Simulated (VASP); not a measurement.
Write the native input for VASP 6.6.1 that does the following.

| Quantity | Value |
| --- | --- |
| Task | relaxation of cell and atoms |
| Functional | PBE |
| Potentials or basis | VASP PAW PBE potentials, release 64 (Ge_d, B, C) |
| Cutoff | 520 eV |
| k mesh | 12 × 12 × 4 |
| Occupations | gaussian, width 0.1 eV |
| Spin | no spin polarisation |
| Further INCAR settings | ALGO = Normal; EDIFF = 1e-06; IBRION = 2; EDIFFG = -0.01; NSW = 90; ISIF = 3 |

The structure of Ge3B2C3 lies in POSCAR:

```
Ge3B2C3
1.0
    3.0287923300      0.0000000000      0.0000000000
   -1.5143961600      2.6230111000      0.0000000000
    0.0000000000      0.0000000000     10.8240000000
Ge B C
3 2 3
Direct
    0.3333333300      0.6666666700      0.7124907600
    0.6666666700      0.3333333300      0.2875092400
    0.0000000000      0.0000000000      0.5000000000
    0.3333333300      0.6666666700      0.0676274900
    0.6666666700      0.3333333300      0.9323725100
    0.3333333300      0.6666666700      0.2114745000
    0.6666666700      0.3333333300      0.7885255000
    0.0000000000      0.0000000000      0.0000000000
```

The cell was built by a generator and needn't be a form met in nature.

One way to write it, as run:

INCAR

```
SYSTEM = Ge3B2C3
PREC = Accurate
ENCUT = 520
EDIFF = 1E-6
ISMEAR = 0
SIGMA = 0.1
LREAL = .FALSE.
LASPH = .TRUE.
NELM = 120
ALGO = Normal
ISIF = 3
LWAVE = .FALSE.
LCHARG = .FALSE.
GGA = PE
IBRION = 2
NSW = 90
EDIFFG = -0.01
KPAR = 4
```

KPOINTS

```
Automatic mesh
0
G
  12 12 4
  0 0 0
```

Potentials or basis: VASP PAW PBE potentials, release 64 (Ge_d, B, C).

Command:

```console
$ cat potpaw_PBE.64/Ge_d/POTCAR potpaw_PBE.64/B/POTCAR potpaw_PBE.64/C/POTCAR > POTCAR
$ mpirun -np 4 vasp_std > vasp.out
```

Results of the run:

The relaxed volume is 10.85 Å³/atom, the relaxed cell is a = 3.042 Å, b = 3.042 Å, c = 10.834 Å, α = 90.00°, β = 90.00°, γ = 120.00° and the space group after relaxing (to 0.05 Å) is P-3m1 (No. 164). The energy gained by relaxing is 3.6 meV/atom. The ionic steps are 19 and the pressure after relaxing is 0.0 GPa. The largest force after relaxing is 0.007 eV/Å and the band gap on the k mesh is none (metal or under the smearing width).

Run time: 4.8 min on 4 MPI ranks on Intel(R) Xeon(R) Platinum 8488C (Sapphire Rapids), on a shared host, peak memory 0.33 GiB a rank.
